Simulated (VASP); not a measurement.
Input:

```cif
data_BaO3Ti
_chemical_formula_sum 'Ba1 Ti1 O3'
_space_group_name_H-M_alt 'P 1'
_space_group_IT_number 1
_cell_length_a 4.03169
_cell_length_b 4.03169
_cell_length_c 4.03169
_cell_angle_alpha 90.000
_cell_angle_beta 90.000
_cell_angle_gamma 90.000
loop_
_space_group_symop_operation_xyz
  'x, y, z'
loop_
_atom_site_label
_atom_site_type_symbol
_atom_site_fract_x
_atom_site_fract_y
_atom_site_fract_z
_atom_site_occupancy
Ba1 Ba 0.00000 0.00000 0.00000 1
Ti1 Ti 0.50000 0.50000 0.50000 1
O1 O 0.50000 0.00000 0.50000 1
O2 O 0.00000 0.50000 0.50000 1
O3 O 0.50000 0.50000 0.00000 1
```

Method: PW91 GGA, VASP's PBE PAW potentials (set 64) (plane waves; VASP 6.6.1). Settings: 520 eV cut-off, 6×6×6 Γ-centred mesh, Gaussian smearing of 0.050 eV, potentials Ba_sv Ti_sv O.

Task: Give the energy at these volumes per atom, relative to the lowest: 12.32, 12.71, 13.10, 13.50, 13.89 Å³.

Result: 27.2, 6.5, 0.0, 5.6, 21.4 meV/atom. A third-order Birch-Murnaghan fit gives B0 = 163 GPa and B0′ = 4.6.

Measured: bulk modulus 162 GPa (computed value off by +0.7 %), as given by Yu-ichiro Matsushita et al., Physical Review B (2011), arXiv:1104.2769; a 4.001 Å (computed value off by +0.8 %), as given by Yubo Zhang et al., Physical Review B (2017), arXiv:1702.04817. The calculation is for a static lattice, while the measured bulk modulus, a hold thermal and zero-point effects, which are part of the difference.

The compound is BaTiO3 in the cubic perovskite structure, the ideal cubic form; the compound distorts at low or room temperature. It was relaxed first.
